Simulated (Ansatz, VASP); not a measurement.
## SbBr in VASP and in Ansatz

INCAR

```
  PREC = Accurate
  ENCUT = 600
  EDIFF = 1E-7
  ISMEAR = 0
  SIGMA = 0.1
  LREAL = False
  LASPH = True
  NELM = 80
  ALGO = Normal
  ISIF = 3
  LWAVE = False
  LCHARG = False
  GGA = PE
  IBRION = 2
  NSW = 90
  EDIFFG = -0.04
```

File KPOINTS:

```
Automatic mesh
0
Gamma
  4 4 4
```

Contents of POSCAR:

```
SbBr
1.0
    4.1703108300      0.0000000000      0.0000000000
    0.0000000000      4.1703108300      0.0000000000
    0.0000000000      0.0000000000      4.1703108300
Sb Br
1 1
Direct
    0.0000000000      0.0000000000      0.0000000000
    0.5000000000      0.5000000000      0.5000000000
```

Input for Ansatz:

```yaml
crystal:
  lattice:
    - [4.17031083, 0.0, 0.0]
    - [0.0, 4.17031083, 0.0]
    - [0.0, 0.0, 4.17031083]
  atoms:
    - { symbol: Sb, position: [0.0, 0.0, 0.0] }
    - { symbol: Br, position: [0.5, 0.5, 0.5] }
basis:
  ecutwfc: 420
kpoints:
  mp_grid: { grid: [4, 4, 4] }
hamiltonian:
  xc: pbe
scf:
  occupations: { method: gaussian, width: 0.1 }
  lower_state_search: "off"
output:
  forces: true
  stress: true
  eigenvalues: true
relax:
  adjacent_minimum: "off"
  f_tol: 0.04
  max_steps: 70
  cell: { stress_tol: 0.4 }
```

Alike in both runs: task relaxation of cell and atoms; functional PBE; k mesh 4 × 4 × 4; occupations gaussian, width 0.1 eV; no spin polarisation.

|  | VASP | Ansatz |
| --- | --- | --- |
| version | VASP 6.6.1 | Ansatz 0.2.0 |
| potentials or method | VASP PAW PBE potentials, release 64 (Sb, Br) | scalar-relativistic, plane waves, PAW |
| plane-wave cutoff (eV) | 600 | 420 |
| valence electrons in the cell | 12 | 22 |

|  | VASP | Ansatz | Ansatz less VASP |
| --- | --- | --- | --- |
| gap on the k mesh at the Fermi level, each at its own relaxed structure (eV) | none | none | - |
| relaxed volume (Å³/atom) | 26.70 | 26.76 | +0.054 |
| relaxed cell length with the largest relative difference (Å) | 3.766 | 3.768 | +0.0025 |
| energy change over the relaxation (meV/atom) | -264 | -259 | +5.0 |

A gap of «none» marks a metal or a gap that the smearing closes. The two sets of potentials don't hold the same shells in valence.

Caveats: the k mesh is coarse (spacing up to 0.38 Å⁻¹), so the values aren't converged; the volume moved by over 15 % at a fixed basis, so the end points are rough (VASP). Spin-orbit coupling is left out, which matters for the levels of Sb.
